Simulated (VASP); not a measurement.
# CoS (Pm-3m) in VASP: single point with LDA+U

Aim: the single point of CoS with LDA+U.

All numbers are computed with VASP 6.6.1; they aren't measurements. Logs are shortened: lines on timing, memory, paths and dates and some standing lists are left out, and cuts for length are marked.

### Step 1. Starting point

The structure is cubic, space group Pm-3m (No. 221). The conventional cell has a = 3.110 Å, b = 3.110 Å, c = 3.110 Å, α = 90.00°, β = 90.00°, γ = 90.00°. Co (site symmetry m-3m) has 8 S at 2.69 Å as nearest neighbours. S (site symmetry m-3m) has 8 Co at 2.69 Å as nearest neighbours.

Measurements of this composition are mostly on another form, of space group No. 194.

### Step 2. Single point, LDA+U

File INCAR:

```
PREC = Accurate
ENCUT = 520
EDIFF = 1E-6
ISMEAR = 0
SIGMA = 0.05
LREAL = F
LASPH = T
NELM = 100
ALGO = Fast
ISIF = 2
LWAVE = F
LCHARG = F
LMAXMIX = 4
LDAU = T
LDAUTYPE = 2
LDAUL = 2 -1
LDAUU = 6 0
LDAUJ = 0 0
LDAUPRINT = 1
GGA = CA
NBANDS = 14
```

File KPOINTS:

```
Automatic mesh
0
Gamma
  6 6 6
```

File POSCAR:

```
CoS
1.0
    3.1097975700      0.0000000000      0.0000000000
    0.0000000000      3.1097975700      0.0000000000
    0.0000000000      0.0000000000      3.1097975700
Co S
1 1
Direct
    0.0000000000      0.0000000000      0.0000000000
    0.5000000000      0.5000000000      0.5000000000
```

Potentials or basis: VASP PAW LDA potentials, release 64 (Co, S).

Started as:

```sh
$ cat potpaw_LDA.64/Co/POTCAR potpaw_LDA.64/S/POTCAR > POTCAR
$ mpirun -np 1 vasp_std > vasp.out
```

OUTCAR:

```text
PREC = Accurate
   ENCUT = 520
   EDIFF = 1E-6
   ISMEAR = 0
   LREAL = F
   LASPH = T
   NELM = 100
   ISIF = 2
   GGA = CA

 ion  position               nearest neighbor table
   1  0.000  0.000  0.000-   2 2.69   2 2.69   2 2.69   2 2.69   2 2.69   2 2.69   2 2.69   2 2.69

   2  0.500  0.500  0.500-   1 2.69   1 2.69   1 2.69   1 2.69   1 2.69   1 2.69   1 2.69   1 2.69

  LATTYP: Found a simple cubic cell.
 ALAT       =     3.1097975700

  Lattice vectors:

 A1 = (   3.1097975700,   0.0000000000,   0.0000000000)
 A2 = (   0.0000000000,   3.1097975700,   0.0000000000)
 A3 = (   0.0000000000,   0.0000000000,   3.1097975700)

Analysis of symmetry for initial positions (statically):
=====================================================================
 Subroutine PRICEL returns:
 Original cell was already a primitive cell.

 Routine SETGRP: Setting up the symmetry group for a
 simple cubic supercell.

 Subroutine GETGRP returns: Found 48 space group operations
 (whereof 48 operations were pure point group operations)
 out of a pool of 48 trial point group operations.

The static configuration has the point symmetry O_h .

Analysis of symmetry for dynamics (positions and initial velocities):
=====================================================================
 Subroutine PRICEL returns:
 Original cell was already a primitive cell.

 Routine SETGRP: Setting up the symmetry group for a
 simple cubic supercell.

 Subroutine GETGRP returns: Found 48 space group operations
 (whereof 48 operations were pure point group operations)
 out of a pool of 48 trial point group operations.

The dynamic configuration has the point symmetry O_h .

 Subroutine INISYM returns: Found 48 space group operations
 (whereof 48 operations are pure point group operations),
 and found     1 'primitive' translations

----------------------------------------------------------------------------------------

                                     Primitive cell

  volume of cell :      30.0744

  direct lattice vectors                    reciprocal lattice vectors
     3.109797570  0.000000000  0.000000000     0.321564339  0.000000000  0.000000000
     0.000000000  3.109797570  0.000000000     0.000000000  0.321564339  0.000000000
     0.000000000  0.000000000  3.109797570     0.000000000  0.000000000  0.321564339

  length of vectors
     3.109797570  3.109797570  3.109797570     0.321564339  0.321564339  0.321564339

  position of ions in fractional coordinates (direct lattice)
     0.000000000  0.000000000  0.000000000
     0.500000000  0.500000000  0.500000000

  ion indices of the primitive-cell ions
   primitive index   ion index
                 1           1
                 2           2

----------------------------------------------------------------------------------------

 KPOINTS: Automatic mesh

Automatic generation of k-mesh.
 Grid dimensions read from file:
 generate k-points for:    6    6    6

 Generating k-lattice:

  Cartesian coordinates                     Fractional coordinates (reciprocal lattice)
     0.053594056  0.000000000  0.000000000     0.166666667  0.000000000  0.000000000
     0.000000000  0.053594056  0.000000000     0.000000000  0.166666667  0.000000000
     0.000000000  0.000000000  0.053594056     0.000000000  0.000000000  0.166666667

  Length of vectors
     0.053594056  0.053594056  0.053594056

  Shift w.r.t. Gamma in fractional coordinates (k-lattice)
     0.000000000  0.000000000  0.000000000

 Subroutine IBZKPT returns following result:
 ===========================================

 Found     20 irreducible k-points:

 Following reciprocal coordinates:
            Coordinates               Weight
  0.000000  0.000000  0.000000      1.000000
  0.166667  0.000000  0.000000      6.000000
  0.333333  0.000000  0.000000      6.000000
  0.500000  0.000000  0.000000      3.000000
  0.166667  0.166667  0.000000     12.000000
  0.333333  0.166667  0.000000     24.000000
[... 12 lines left out ...]
  0.500000  0.500000  0.333333      6.000000
  0.500000  0.500000  0.500000      1.000000
   k-points           NKPTS =     20   k-points in BZ     NKDIM =     20   number of bands    NBANDS=     14
   number of dos      NEDOS =    301   number of ions     NIONS =      2
   total plane-waves  NPLWV =  13824
   dimension x,y,z NGX =    24 NGY =   24 NGZ =   24
   dimension x,y,z NGXF=    48 NGYF=   48 NGZF=   48
   ions per type =               1   1
   NGX,Y,Z   is equivalent  to a cutoff of  12.83, 12.83, 12.83 a.u.
   NGXF,Y,Z  is equivalent  to a cutoff of  25.66, 25.66, 25.66 a.u.
 SYSTEM =  unknown system
   PREC   = accura    normal or accurate (medium, high low for compatibility)
   ISTART =      0    job   : 0-new  1-cont  2-samecut
   ICHARG =      2    charge: 1-file 2-atom 10-const
   ISPIN  =      1    spin polarized calculation?
   LNONCOLLINEAR =      F non collinear calculations
   LSORBIT =      F    spin-orbit coupling
   LASPH  =      T    aspherical Exc in radial PAW
   ENCUT  =  520.0 eV  38.22 Ry    6.18 a.u.   5.78  5.78  5.78*2*pi/ulx,y,z
   NELM   =    100;   NELMIN=  2; NELMDL= -5     # of ELM steps
   EDIFF  = 0.1E-05   stopping-criterion for ELM
   LREAL  =      F    real-space projection
   EDIFFG = 0.1E-04   stopping-criterion for IOM
   NSW    =      0    number of steps for IOM
   IBRION =     -1    ionic relax: 0-MD 1-quasi-New 2-CG
   NFREE  =      0    steps in history (QN), initial steepest desc. (CG)
   ISIF   =      2    stress and relaxation
   ISYM   =      2    0-nonsym 1-usesym 2-fastsym
   POTIM  = 0.5000    time-step for ionic-motion
   TEBEG  =    0.0;   TEEND  =   0.0 temperature during run
   PSTRESS=    0.0 pullay stress
   NELECT =      15.0000    total number of electrons
   NUPDOWN=      -1.0000    fix difference up-down
   EMIN   =  10.00;   EMAX   =-10.00  energy-range for DOS
   EFERMI =   0.00;   METHOD = LEGACY
   ISMEAR =     0;   SIGMA  =   0.05  broadening in eV -4-tet -1-fermi 0-gaus
   EFERMI_NEDOS =   21; number of points for ismear=-14 and -15
   IALGO  =     68    algorithm
   IMIX   =      4    mixing-type and parameters
     AMIX     =   0.40;   BMIX     =  1.00
     AMIX_MAG =   1.60;   BMIX_MAG =  1.00
  volume/ion in A,a.u.               =      15.04       101.48
  Fermi-wavevector in a.u.,A,eV,Ry     =   1.298294  2.453420 22.933544  1.685568
  Thomas-Fermi vector in A             =   2.429632
   LORBIT       =      0    0 simple, 1 ext, 2 COOP (PROOUT), +10 PAW based schemes
 LDA+U is selected, type is set to LDAUTYPE =  2
   angular momentum for each species LDAUL =     2   -1
   U (eV)           for each species LDAUU =   6.0  0.0
   J (eV)           for each species LDAUJ =   0.0  0.0
   GGA     = CA    functional components
   LHFCALC =     F    Hartree Fock is set to
   AEXX    =    0.0000 exact exchange contribution
   IVDW    =     0    specifies the selected vdW correction
   LEPSILON=     F    determine dielectric tensor
   LRPA    =     F    only Hartree local field effects (RPA)
 non-spin polarized calculation
 RMM-DIIS sequential band-by-band and
 Gauss-broadening in eV      SIGMA  =   0.05
  energy-cutoff  :      520.00
  volume of cell :       30.07
 maximum number of plane-waves:       840
 NGX is ok and might be reduce to    24
   NGX = 11   NGY = 11   NGZ = 11

atom =   1  type =  1  l = 2

 onsite density matrix

spin component  1

  0.6450  0.0000 -0.0000 -0.0000 -0.0000
  0.0000  0.6450  0.0000  0.0000  0.0000
 -0.0000  0.0000  0.9275  0.0000  0.0000
 -0.0000  0.0000  0.0000  0.6450 -0.0000
 -0.0000  0.0000  0.0000 -0.0000  0.9275

spin component  2

  0.6450  0.0000 -0.0000 -0.0000 -0.0000
  0.0000  0.6450  0.0000  0.0000  0.0000
 -0.0000  0.0000  0.9275  0.0000  0.0000
 -0.0000  0.0000  0.0000  0.6450 -0.0000
 -0.0000  0.0000  0.0000 -0.0000  0.9275

 occupancies and eigenvectors

  o =  0.6450  v =  1.0000  0.0000  0.0000  0.0000  0.0000  0.0000  0.0000  0.0000  0.0000  0.0000      0.0000  0.0000  0.0000  0.0000  0.0000  0.0000  0.0000  0.0000  0.0000  0.0000
  o =  0.6450  v =  0.0000  0.0000  0.0000  0.0000  0.0000  1.0000  0.0000  0.0000  0.0000  0.0000      0.0000  0.0000  0.0000  0.0000  0.0000  0.0000  0.0000  0.0000  0.0000  0.0000
  o =  0.6450  v =  0.0000 -0.9678  0.0000  0.2518 -0.0000  0.0000  0.0000  0.0000  0.0000  0.0000      0.0000  0.0000  0.0000  0.0000  0.0000  0.0000  0.0000  0.0000  0.0000  0.0000
  o =  0.6450  v =  0.0000  0.0000  0.0000  0.0000  0.0000  0.0000 -0.9678  0.0000  0.2518 -0.0000      0.0000  0.0000  0.0000  0.0000  0.0000  0.0000  0.0000  0.0000  0.0000  0.0000
  o =  0.6450  v =  0.0000  0.2518 -0.0000  0.9678 -0.0000  0.0000  0.0000  0.0000  0.0000  0.0000      0.0000  0.0000  0.0000  0.0000  0.0000  0.0000  0.0000  0.0000  0.0000  0.0000
  o =  0.6450  v =  0.0000  0.0000  0.0000  0.0000  0.0000  0.0000  0.2518 -0.0000  0.9678 -0.0000      0.0000  0.0000  0.0000  0.0000  0.0000  0.0000  0.0000  0.0000  0.0000  0.0000
  o =  0.9275  v =  0.0000  0.0000  0.0000  0.0000  0.0000  0.0000 -0.0000  0.9982  0.0000  0.0599      0.0000  0.0000  0.0000  0.0000  0.0000  0.0000  0.0000  0.0000  0.0000  0.0000
  o =  0.9275  v =  0.0000 -0.0000  0.9982  0.0000  0.0599  0.0000  0.0000  0.0000  0.0000  0.0000      0.0000  0.0000  0.0000  0.0000  0.0000  0.0000  0.0000  0.0000  0.0000  0.0000
  o =  0.9275  v =  0.0000  0.0000  0.0599  0.0000 -0.9982  0.0000  0.0000  0.0000  0.0000  0.0000      0.0000  0.0000  0.0000  0.0000  0.0000  0.0000  0.0000  0.0000  0.0000  0.0000
  o =  0.9275  v =  0.0000  0.0000  0.0000  0.0000  0.0000  0.0000  0.0000  0.0599  0.0000 -0.9982      0.0000  0.0000  0.0000  0.0000  0.0000  0.0000  0.0000  0.0000  0.0000  0.0000

 number of electron      15.0000009 magnetization

 Free energy of the ion-electron system (eV)
  ---------------------------------------------------
  ext. energy  EPLUGINS =         0.00000000
  ---------------------------------------------------
  free energy    TOTEN  =        -6.45219533 eV

  energy without entropy =       -6.44981735  energy(sigma->0) =       -6.45100634

 E-fermi :   6.8460     XC(G=0): -11.6849

 val. band max:        6.7768327893   @ k =   0.1667   0.1667   0.0000
 cond. band min:       6.8644804066   @ k =   0.1667   0.1667   0.1667
 fundamental gap:      0.0876476173
 Fermi energy:         6.8459798874

 k-point     1 :       0.0000    0.0000    0.0000
  band No.  band energies     occupation
      1      -7.7663      2.00000
      2       3.9099      2.00000
      3       3.9099      2.00000
      4       5.7763      2.00000
      5       5.7763      2.00000
      6       5.7763      2.00000
      7       6.5379      2.00000
      8       6.5379      2.00000
      9       6.5379      2.00000
     10       9.4236      0.00000
     11      14.2125      0.00000
     12      14.2125      0.00000
     13      22.6693      0.00000
     14      22.7266      0.00000

 k-point     2 :       0.1667    0.0000    0.0000
  band No.  band energies     occupation
      1      -7.4910      2.00000
      2       3.0420      2.00000
      3       3.9828      2.00000
      4       5.0638      2.00000
      5       5.3472      2.00000
      6       5.3472      2.00000
      7       6.5597      2.00000
      8       7.1767      0.00000
      9       7.1767      0.00000
     10      10.5692      0.00000
     11      14.2954      0.00000
     12      15.4214      0.00000
     13      19.6304      0.00000
     14      19.6304      0.00000

 k-point     3 :       0.3333    0.0000    0.0000
  band No.  band energies     occupation
      1      -6.8167      2.00000
      2       0.8485      2.00000
      3       4.1334      2.00000
      4       4.9209      2.00000
      5       4.9209      2.00000
      6       5.3299      2.00000
      7       6.6036      2.00000
      8       8.1240      0.00000
      9       8.1240      0.00000
     10      11.8189      0.00000
     11      14.5020      0.00000
     12      16.0591      0.00000
     13      17.0322      0.00000
     14      17.0322      0.00000
[... 256 lines left out ...]
 k-point    19 :       0.5000    0.5000    0.3333
  band No.  band energies     occupation
      1      -4.5621      2.00000
      2       1.8772      2.00000
      3       1.8772      2.00000
      4       2.8377      2.00000
      5       5.1129      2.00000
      6       5.5028      2.00000
      7       7.2041      0.00000
      8       7.2041      0.00000
      9       8.1308      0.00000
     10       9.3091      0.00000
     11      11.5862      0.00000
     12      11.5862      0.00000
     13      16.0744      0.00000
     14      22.8120      0.00000

 k-point    20 :       0.5000    0.5000    0.5000
  band No.  band energies     occupation
      1      -4.1825      2.00000
      2       1.9065      2.00000
      3       1.9065      2.00000
      4       1.9065      2.00000
      5       5.5080      2.00000
      6       5.5080      2.00000
      7       8.1903      0.00000
      8       8.1903      0.00000
      9       8.1903      0.00000
     10       9.8299      0.00000
     11       9.8299      0.00000
     12       9.8299      0.00000
     13      14.3559      0.00000
     14      26.7943      0.00000

------------------------ aborting loop because EDIFF is reached ----------------------------------------

  FORCE on cell =-STRESS in cart. coord.  units (eV):
  Direction    XX          YY          ZZ          XY          YZ          ZX
  --------------------------------------------------------------------------------------
  -------------------------------------------------------------------------------------
  Total       -5.8176550     -5.8176550     -5.8176550      0.0000000      0.0000000      0.0000000
  in kB     -309.9289770   -309.9289770   -309.9289770      0.0000000      0.0000000      0.0000000
  external PRESSURE =    -309.9289770 kB  Pullay stress =       0.0000000 kB

 VOLUME and BASIS-vectors are now :
 -----------------------------------------------------------------------------
  energy-cutoff  :      520.00
  volume of cell :       30.07
      direct lattice vectors                 reciprocal lattice vectors
     3.109797570  0.000000000  0.000000000     0.321564339  0.000000000  0.000000000
     0.000000000  3.109797570  0.000000000     0.000000000  0.321564339  0.000000000
     0.000000000  0.000000000  3.109797570     0.000000000  0.000000000  0.321564339

 POSITION                                       TOTAL-FORCE (eV/Angst)
 -----------------------------------------------------------------------------------
      0.00000      0.00000      0.00000         0.000000      0.000000      0.000000
      1.55490      1.55490      1.55490         0.000000      0.000000      0.000000
 -----------------------------------------------------------------------------------
    total drift:                                0.000000      0.000000     -0.000000

  FREE ENERGIE OF THE ION-ELECTRON SYSTEM (eV)
  ---------------------------------------------------
  free  energy   TOTEN  =        -6.4521953336 eV

  energy  without entropy=       -6.4498173467  energy(sigma->0) =       -6.45100634
```

Run time: 5 s. Hardware: 1 thread of Intel Xeon 6975P-C (Granite Rapids), shared host; peak memory 0.12 GiB.

Results:

| Item | Value |
| --- | --- |
| Free energy | -6.4522 eV |
| Pressure | -31.0 GPa |
| Band gap on the k mesh | none (metal or under the smearing width) |

Eigenvalues of the final occupation matrices:
```tsv
site	spin	trace	eigenvalues
site 1 d	1	3.79	0.65 0.65 0.65 0.93 0.93
site 1 d	2	3.79	0.65 0.65 0.65 0.93 0.93
```

Caveat: a pressure of tens of GPa on the cell as given is suspect, and the run, the potentials or the cell itself is likely at fault; the run has no spin polarisation, though such a crystal can be magnetic; U without spin polarisation on a metal has little footing.
